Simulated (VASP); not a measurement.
# CsSi3 (P-3m1) in VASP: settings compared

The runs below take CsSi3 through single point, with HSE(alpha, omega).

Program: VASP 6.6.1. These are calculated values, not measurements. Logs are shortened: lines on timing, memory, paths and dates and some standing lists are left out, and cuts for length are marked.

### 1 Starting point

It takes space group P-3m1 (No. 164, trigonal). The conventional cell has a = 4.079 Å, b = 4.079 Å, c = 7.552 Å, α = 90.00°, β = 90.00°, γ = 120.00°. Around Cs (site symmetry -3m) lie 8 Si at 3.78 Å and 6 Cs at 4.08 Å. Si (site symmetry -3m) has 6 Si at 2.49 Å as nearest neighbours. Si (site symmetry 3m) has 3 Si at 2.49 Å as nearest neighbours.

The cell was built by a generator and needn't be a form met in nature.

### 2 Single point, HSE(alpha, omega)

POSCAR reads:

```
CsSi3
1.0
    4.0788500000      0.0000000000      0.0000000000
   -2.0394200000      3.5323900000      0.0000000000
    0.0000000000      0.0000000000      7.5518000000
Cs Si
1 3
Direct
    0.0000000000      0.0000000000      0.5000000000
    0.0000000000      0.0000000000      0.0000000000
    0.3333300000      0.6666700000      0.1090400000
    0.6666700000      0.3333300000      0.8909600000
```

INCAR.step1 reads:

```
SYSTEM = CsSi3
ALGO = Normal ; EDIFF = 1E-5
ENCUT = 520 ; GGA = PE
ISIF = 2 ; ISMEAR = -1
LASPH = .True. ; LREAL = .False.
LWAVE = .True. ; NELM = 100
PREC = Accurate ; SIGMA = 0.05
```

INCAR.step2 reads:

```
SYSTEM = CsSi3
AEXX = 0.15 ; ALGO = Normal
EDIFF = 1E-6 ; ENCUT = 520
GGA = PE ; HFSCREEN = 0.2
ISIF = 2 ; ISMEAR = -1
ISTART = 1 ; LASPH = .True.
LCHARG = .False. ; LHFCALC = .True.
LREAL = .False. ; LWAVE = .False.
NELM = 100 ; PREC = Accurate
PRECFOCK = Fast ; SIGMA = 0.05
```

KPOINTS reads:

```
k-points
0
Gamma
  4 4 2
  0 0 0
```

Potentials or basis: VASP PAW PBE potentials, release 64 (Cs_sv, Si).

Started as:

```console
> cat potpaw_PBE.64/Cs_sv/POTCAR potpaw_PBE.64/Si/POTCAR > POTCAR
> cp INCAR.step1 INCAR
> mpirun -np 1 vasp_std > vasp.out
> cp INCAR.step2 INCAR
> mpirun -np 1 vasp_std > vasp.out
```

OUTCAR:

```text
SYSTEM = CsSi3
   AEXX = 0.15
   EDIFF = 1E-6
   ENCUT = 520
   GGA = PE
   HFSCREEN = 0.2
   ISIF = 2
   ISMEAR = -1
   ISTART = 1
   LASPH = .True.
   LHFCALC = .True.
   LREAL = .False.
   NELM = 100
   PREC = Accurate
   PRECFOCK = Fast

 ion  position               nearest neighbor table
   1  0.000  0.000  0.500-
   2  0.000  0.000  0.000-   3 2.49   4 2.49   3 2.49   4 2.49   4 2.49   3 2.49
   3  0.333  0.667  0.109-   2 2.49   2 2.49   2 2.49   4 2.87   4 2.87   4 2.87
   4  0.667  0.333  0.891-   2 2.49   2 2.49   2 2.49   3 2.87   3 2.87   3 2.87

  LATTYP: Found a hexagonal cell.
 ALAT       =     4.0788500000
 C/A-ratio  =     1.8514532282

  Lattice vectors:

 A1 = (   4.0788500000,   0.0000000000,   0.0000000000)
 A2 = (  -2.0394200000,   3.5323900000,   0.0000000000)
 A3 = (   0.0000000000,   0.0000000000,   7.5518000000)

Analysis of symmetry for initial positions (statically):
=====================================================================
 Subroutine PRICEL returns:
 Original cell was already a primitive cell.

 Routine SETGRP: Setting up the symmetry group for a
 hexagonal supercell.

 Subroutine GETGRP returns: Found  4 space group operations
 (whereof  4 operations were pure point group operations)
 out of a pool of 24 trial point group operations.

The static configuration has the point symmetry C_2h.

Analysis of symmetry for dynamics (positions and initial velocities):
=====================================================================
 Subroutine PRICEL returns:
 Original cell was already a primitive cell.

 Routine SETGRP: Setting up the symmetry group for a
 hexagonal supercell.

 Subroutine GETGRP returns: Found  4 space group operations
 (whereof  4 operations were pure point group operations)
 out of a pool of 24 trial point group operations.

The dynamic configuration has the point symmetry C_2h.

 Subroutine INISYM returns: Found  4 space group operations
 (whereof  4 operations are pure point group operations),
 and found     1 'primitive' translations

----------------------------------------------------------------------------------------

                                     Primitive cell

  volume of cell :     108.8070

  direct lattice vectors                    reciprocal lattice vectors
     4.078850000  0.000000000  0.000000000     0.245167143  0.141546877  0.000000000
[... 99 lines left out ...]
     AMIX_MAG =   1.60;   BMIX_MAG =  1.00
  volume/ion in A,a.u.               =      27.20       183.57
  Fermi-wavevector in a.u.,A,eV,Ry     =   0.946082  1.787837 12.178193  0.895072
  Thomas-Fermi vector in A             =   2.074046
   LORBIT       =      0    0 simple, 1 ext, 2 COOP (PROOUT), +10 PAW based schemes
   GGA     = PE    functional components
   LHFCALC =     T    Hartree Fock is set to
   PRECFOCK=fast      Normal, Fast or Accurate (Low or Medium for compatibility)
   ENCUT4O =  -1.0   cutoff for four orbital integrals eV
   NKREDX  =     1    reduce k-point grid by
   NKREDY  =     1    reduce k-point grid by
   NKREDZ  =     1    reduce k-point grid by
   AEXX    =    0.1500 exact exchange contribution
   HFSCREEN=    0.2000 screening length (either q_TF or 0.3 A-1)
   HFSCREENC=   0.2000 screening length for correlation (either q_TF or 0.3 A-1)
   ENCUTFOCK=  -1.0 apply spherical cutoff to Coloumb kernel
   IVDW    =     0    specifies the selected vdW correction
   LEPSILON=     F    determine dielectric tensor
   LRPA    =     F    only Hartree local field effects (RPA)
 non-spin polarized calculation
  energy-cutoff  :      520.00
  volume of cell :      108.81
 maximum number of plane-waves:      2948
  NGX = 18; NGY = 18; NGZ = 36

 number of electron      21.0000001 magnetization

 Free energy of the ion-electron system (eV)
  ---------------------------------------------------
  ext. energy  EPLUGINS =         0.00000000
  ---------------------------------------------------
  free energy    TOTEN  =       -17.24356090 eV

  energy without entropy =      -17.22633212  energy(sigma->0) =      -17.23494651

 E-fermi :   5.2097     XC(G=0):  -7.9663

 val. band max:        5.1536301280   @ k =   0.2500   0.0000   0.0000
 cond. band min:       5.3386778890   @ k =  -0.2500   0.2500   0.5000
 fundamental gap:      0.1850477610
 Fermi energy:         5.2096595447

 k-point     1 :       0.0000    0.0000    0.0000
  band No.  band energies     occupation
      1     -19.5345      2.00000
      2      -8.6328      2.00000
      3      -6.0036      2.00000
      4      -5.1706      2.00000
      5      -5.1706      2.00000
      6      -1.8423      2.00000
      7       2.2538      2.00000
      8       2.4014      2.00000
      9       2.4016      2.00000
     10       3.3156      2.00000
     11       3.3158      2.00000
     12       4.6276      1.99998
     13       5.8986      0.00000
     14       6.5088      0.00000
[... 207 lines left out ...]
      1     -19.3626      2.00000
      2      -6.5662      2.00000
      3      -6.3110      2.00000
      4      -5.7801      2.00000
      5      -5.3021      2.00000
      6      -3.4519      2.00000
      7      -3.4425      2.00000
      8       0.3995      2.00000
      9       2.5152      2.00000
     10       2.9422      2.00000
     11       5.4229      0.02770
     12       5.9752      0.00000
     13       6.6939      0.00000
     14       7.4650      0.00000

------------------------ aborting loop because EDIFF is reached ----------------------------------------

  FORCE on cell =-STRESS in cart. coord.  units (eV):
  Direction    XX          YY          ZZ          XY          YZ          ZX
  --------------------------------------------------------------------------------------
  -------------------------------------------------------------------------------------
  Total       -0.8191084     -0.8197341      1.4264373     -0.0005421     -0.0000047      0.0000082
  in kB      -12.0613269    -12.0705408     21.0042123     -0.0079831     -0.0000694      0.0001201
  external PRESSURE =      -1.0425518 kB  Pullay stress =       0.0000000 kB

 VOLUME and BASIS-vectors are now :
 -----------------------------------------------------------------------------
  energy-cutoff  :      520.00
  volume of cell :      108.81
      direct lattice vectors                 reciprocal lattice vectors
     4.078850000  0.000000000  0.000000000     0.245167143  0.141546877  0.000000000
    -2.039420000  3.532390000  0.000000000     0.000000000  0.283094449  0.000000000
     0.000000000  0.000000000  7.551800000     0.000000000  0.000000000  0.132418761

 POSITION                                       TOTAL-FORCE (eV/Angst)
 -----------------------------------------------------------------------------------
      0.00000      0.00000      3.77590         0.000000     -0.000000      0.000000
      0.00000      0.00000      0.00000        -0.000000     -0.000000      0.000000
     -0.00002      2.35494      0.82345         0.000038     -0.000022      0.521658
      2.03945      1.17745      6.72835        -0.000038      0.000022     -0.521658
 -----------------------------------------------------------------------------------
    total drift:                                0.000000      0.000000     -0.000005

  FREE ENERGIE OF THE ION-ELECTRON SYSTEM (eV)
  ---------------------------------------------------
  free  energy   TOTEN  =       -17.2435608965 eV

  energy  without entropy=      -17.2263321213  energy(sigma->0) =      -17.23494651
```

It took 7.5 min on 1 thread of AMD EPYC 7R13 (Zen 3), shared host; peak memory 0.29 GiB.

Results:

```
Free energy            : -17.2436 eV
Pressure               : -0.1 GPa
Largest force          : 0.522 eV/Å
Band gap on the k mesh : none (metal or under the smearing width)
```

Forces in eV/Å, atoms in the order of the input:
```
Cs   0.000  0.000  0.000
Si   0.000  0.000  0.000
Si   0.000  0.000  0.522
Si   0.000  0.000 -0.522
```

Caveat: the k mesh is coarse (spacing up to 0.44 Å⁻¹), so the values aren't converged, least of all with exact exchange; the PAW data sets were made with another functional, which shifts forces and pressure a little.

### 3 Single point, HSE(alpha, omega)

POSCAR is that of step 2.

INCAR.step1 is that of step 2.

INCAR.step2: that of step 2 with these lines changed.

```diff
@@ -1,3 +1,3 @@
 SYSTEM = CsSi3
-AEXX = 0.15 ; ALGO = Normal
+AEXX = 0.2 ; ALGO = Normal
 EDIFF = 1E-6 ; ENCUT = 520
```

KPOINTS is that of step 2.

Potentials or basis: VASP PAW PBE potentials, release 64 (Cs_sv, Si).

Started as:

```console
> cat potpaw_PBE.64/Cs_sv/POTCAR potpaw_PBE.64/Si/POTCAR > POTCAR
> cp INCAR.step1 INCAR
> mpirun -np 1 vasp_std > vasp.out
> cp INCAR.step2 INCAR
> mpirun -np 1 vasp_std > vasp.out
```

OUTCAR:

```text
SYSTEM = CsSi3
   AEXX = 0.2
   EDIFF = 1E-6
   ENCUT = 520
   GGA = PE
   HFSCREEN = 0.2
   ISIF = 2
   ISMEAR = -1
   ISTART = 1
   LASPH = .True.
   LHFCALC = .True.
   LREAL = .False.
   NELM = 100
   PREC = Accurate
   PRECFOCK = Fast

 ion  position               nearest neighbor table
   1  0.000  0.000  0.500-
   2  0.000  0.000  0.000-   3 2.49   4 2.49   3 2.49   4 2.49   4 2.49   3 2.49
   3  0.333  0.667  0.109-   2 2.49   2 2.49   2 2.49   4 2.87   4 2.87   4 2.87
   4  0.667  0.333  0.891-   2 2.49   2 2.49   2 2.49   3 2.87   3 2.87   3 2.87

  LATTYP: Found a hexagonal cell.
 ALAT       =     4.0788500000
 C/A-ratio  =     1.8514532282

  Lattice vectors:

 A1 = (   4.0788500000,   0.0000000000,   0.0000000000)
 A2 = (  -2.0394200000,   3.5323900000,   0.0000000000)
 A3 = (   0.0000000000,   0.0000000000,   7.5518000000)

Analysis of symmetry for initial positions (statically):
=====================================================================
 Subroutine PRICEL returns:
 Original cell was already a primitive cell.

 Routine SETGRP: Setting up the symmetry group for a
 hexagonal supercell.

 Subroutine GETGRP returns: Found  4 space group operations
 (whereof  4 operations were pure point group operations)
 out of a pool of 24 trial point group operations.

The static configuration has the point symmetry C_2h.

Analysis of symmetry for dynamics (positions and initial velocities):
=====================================================================
 Subroutine PRICEL returns:
 Original cell was already a primitive cell.

 Routine SETGRP: Setting up the symmetry group for a
 hexagonal supercell.

 Subroutine GETGRP returns: Found  4 space group operations
 (whereof  4 operations were pure point group operations)
 out of a pool of 24 trial point group operations.

The dynamic configuration has the point symmetry C_2h.

 Subroutine INISYM returns: Found  4 space group operations
 (whereof  4 operations are pure point group operations),
 and found     1 'primitive' translations

----------------------------------------------------------------------------------------

                                     Primitive cell

  volume of cell :     108.8070

  direct lattice vectors                    reciprocal lattice vectors
     4.078850000  0.000000000  0.000000000     0.245167143  0.141546877  0.000000000
    -2.039420000  3.532390000  0.000000000     0.000000000  0.283094449  0.000000000
     0.000000000  0.000000000  7.551800000     0.000000000  0.000000000  0.132418761

  length of vectors
     4.078850000  4.078849476  7.551800000     0.283094412  0.283094449  0.132418761

  position of ions in fractional coordinates (direct lattice)
     0.000000000  0.000000000  0.500000000
     0.000000000  0.000000000  0.000000000
     0.333330000  0.666670000  0.109040000
     0.666670000  0.333330000  0.890960000

  ion indices of the primitive-cell ions
   primitive index   ion index
                 1           1
                 2           2
                 3           3
                 4           4

[... 51 lines left out ...]
   PREC   = accura    normal or accurate (medium, high low for compatibility)
   ISTART =      1    job   : 0-new  1-cont  2-samecut
   ICHARG =      0    charge: 1-file 2-atom 10-const
   ISPIN  =      1    spin polarized calculation?
   LNONCOLLINEAR =      F non collinear calculations
   LSORBIT =      F    spin-orbit coupling
   LASPH  =      T    aspherical Exc in radial PAW
   ENCUT  =  520.0 eV  38.22 Ry    6.18 a.u.   7.58  7.58 14.04*2*pi/ulx,y,z
   NELM   =    100;   NELMIN=  2; NELMDL=  0     # of ELM steps
   EDIFF  = 0.1E-05   stopping-criterion for ELM
   LREAL  =      F    real-space projection
   EDIFFG = 0.1E-04   stopping-criterion for IOM
   NSW    =      0    number of steps for IOM
   IBRION =     -1    ionic relax: 0-MD 1-quasi-New 2-CG
   NFREE  =      0    steps in history (QN), initial steepest desc. (CG)
   ISIF   =      2    stress and relaxation
   ISYM   =      3    0-nonsym 1-usesym 2-fastsym
   POTIM  = 0.5000    time-step for ionic-motion
   TEBEG  =    0.0;   TEEND  =   0.0 temperature during run
   PSTRESS=    0.0 pullay stress
   NELECT =      21.0000    total number of electrons
   NUPDOWN=      -1.0000    fix difference up-down
   EMIN   =  10.00;   EMAX   =-10.00  energy-range for DOS
   EFERMI =   0.00;   METHOD = LEGACY
   ISMEAR =    -1;   SIGMA  =   0.05  broadening in eV -4-tet -1-fermi 0-gaus
   EFERMI_NEDOS =   21; number of points for ismear=-14 and -15
   IALGO  =     38    algorithm
   IMIX   =      1    mixing-type and parameters
     AMIX     =   0.40;   BMIX     =  1.00
     AMIX_MAG =   1.60;   BMIX_MAG =  1.00
  volume/ion in A,a.u.               =      27.20       183.57
  Fermi-wavevector in a.u.,A,eV,Ry     =   0.946082  1.787837 12.178193  0.895072
  Thomas-Fermi vector in A             =   2.074046
   LORBIT       =      0    0 simple, 1 ext, 2 COOP (PROOUT), +10 PAW based schemes
   GGA     = PE    functional components
   LHFCALC =     T    Hartree Fock is set to
   PRECFOCK=fast      Normal, Fast or Accurate (Low or Medium for compatibility)
   ENCUT4O =  -1.0   cutoff for four orbital integrals eV
   NKREDX  =     1    reduce k-point grid by
   NKREDY  =     1    reduce k-point grid by
   NKREDZ  =     1    reduce k-point grid by
   AEXX    =    0.2000 exact exchange contribution
   HFSCREEN=    0.2000 screening length (either q_TF or 0.3 A-1)
   HFSCREENC=   0.2000 screening length for correlation (either q_TF or 0.3 A-1)
   ENCUTFOCK=  -1.0 apply spherical cutoff to Coloumb kernel
   IVDW    =     0    specifies the selected vdW correction
   LEPSILON=     F    determine dielectric tensor
   LRPA    =     F    only Hartree local field effects (RPA)
 non-spin polarized calculation
  energy-cutoff  :      520.00
  volume of cell :      108.81
 maximum number of plane-waves:      2948
  NGX = 18; NGY = 18; NGZ = 36

 number of electron      21.0000001 magnetization

 Free energy of the ion-electron system (eV)
  ---------------------------------------------------
  ext. energy  EPLUGINS =         0.00000000
  ---------------------------------------------------
  free energy    TOTEN  =       -17.70492807 eV

  energy without entropy =      -17.68847330  energy(sigma->0) =      -17.69670068

 E-fermi :   5.2150     XC(G=0):  -7.6732

 val. band max:        5.1562523548   @ k =   0.2500   0.0000   0.0000
 cond. band min:       5.3465902308   @ k =  -0.2500   0.2500   0.5000
 fundamental gap:      0.1903378761
 Fermi energy:         5.2149975742

 k-point     1 :       0.0000    0.0000    0.0000
  band No.  band energies     occupation
      1     -19.9640      2.00000
      2      -8.9751      2.00000
      3      -6.2453      2.00000
      4      -5.3882      2.00000
      5      -5.3882      2.00000
      6      -2.0423      2.00000
      7       2.1668      2.00000
      8       2.3310      2.00000
      9       2.3312      2.00000
     10       3.2754      2.00000
     11       3.2756      2.00000
     12       4.6274      1.99998
     13       5.9432      0.00000
     14       6.5741      0.00000
[... 207 lines left out ...]
      1     -19.7888      2.00000
      2      -6.8555      2.00000
      3      -6.5430      2.00000
      4      -6.0044      2.00000
      5      -5.5326      2.00000
      6      -3.6736      2.00000
      7      -3.6639      2.00000
      8       0.2601      2.00000
      9       2.4275      2.00000
     10       2.8759      2.00000
     11       5.4518      0.01738
     12       6.0137      0.00000
     13       6.7519      0.00000
     14       7.5285      0.00000

------------------------ aborting loop because EDIFF is reached ----------------------------------------

  FORCE on cell =-STRESS in cart. coord.  units (eV):
  Direction    XX          YY          ZZ          XY          YZ          ZX
  --------------------------------------------------------------------------------------
  -------------------------------------------------------------------------------------
  Total       -0.9722196     -0.9729784      1.3806806     -0.0006574     -0.0000008      0.0000014
  in kB      -14.3158814    -14.3270546     20.3304472     -0.0096805     -0.0000122      0.0000211
  external PRESSURE =      -2.7708296 kB  Pullay stress =       0.0000000 kB

 VOLUME and BASIS-vectors are now :
 -----------------------------------------------------------------------------
  energy-cutoff  :      520.00
  volume of cell :      108.81
      direct lattice vectors                 reciprocal lattice vectors
     4.078850000  0.000000000  0.000000000     0.245167143  0.141546877  0.000000000
    -2.039420000  3.532390000  0.000000000     0.000000000  0.283094449  0.000000000
     0.000000000  0.000000000  7.551800000     0.000000000  0.000000000  0.132418761

 POSITION                                       TOTAL-FORCE (eV/Angst)
 -----------------------------------------------------------------------------------
      0.00000      0.00000      3.77590        -0.000000      0.000000      0.000000
      0.00000      0.00000      0.00000        -0.000000      0.000000      0.000000
     -0.00002      2.35494      0.82345         0.000035     -0.000020      0.510362
      2.03945      1.17745      6.72835        -0.000035      0.000020     -0.510362
 -----------------------------------------------------------------------------------
    total drift:                                0.000000      0.000000     -0.000005

  FREE ENERGIE OF THE ION-ELECTRON SYSTEM (eV)
  ---------------------------------------------------
  free  energy   TOTEN  =       -17.7049280686 eV

  energy  without entropy=      -17.6884732999  energy(sigma->0) =      -17.69670068
```

Run time: 8 min. Hardware: 1 thread of AMD EPYC 7R13 (Zen 3), shared host; peak memory 0.29 GiB.

Results:

| Item | Value |
| --- | --- |
| Free energy | -17.7049 eV |
| Pressure | -0.3 GPa |
| Largest force | 0.510 eV/Å |
| Band gap on the k mesh | none (metal or under the smearing width) |

Forces in eV/Å, atoms in the order of the input:
```
Cs   0.000  0.000  0.000
Si   0.000  0.000  0.000
Si   0.000  0.000  0.510
Si   0.000  0.000 -0.510
```

Caveat: the k mesh is coarse (spacing up to 0.44 Å⁻¹), so the values aren't converged, least of all with exact exchange; the PAW data sets were made with another functional, which shifts forces and pressure a little.

(Continued in part 2 of 2.)
